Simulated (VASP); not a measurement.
Level of theory: r2SCAN meta-GGA, VASP's PBE PAW potentials (set 64) (plane waves; VASP). For the first row: Run with 520 eV cut-off, 4×4×4 Γ-centred mesh, Gaussian smearing of 0.050 eV, potentials Cs_sv Sn_d I.

| system | energy (eV/atom) |
|---|---|
| CsSnI$_{3}$ (cubic perovskite) | -25.7263 |
| Cs atom | -24.3600 |
| Sn atom | -21.4885 |
| I atom | -23.3089 |

Atoms are spin-polarised in a large box without symmetry, with the spin fixed by Hund's rule, and may not be in the lowest state of each functional; no zero-point energy is added.  Spin-orbit coupling is left out, which shifts such energies by up to tenths of an eV for the heavy elements here.

Q: What is the cohesive energy per atom of CsSnI3?

A: The references average (1×(-24.3600) + 1×(-21.4885) + 3×(-23.3089))/5 = -23.1550 eV, so the cohesive energy is -23.1550 − (-25.7263) = 2.571 eV/atom.
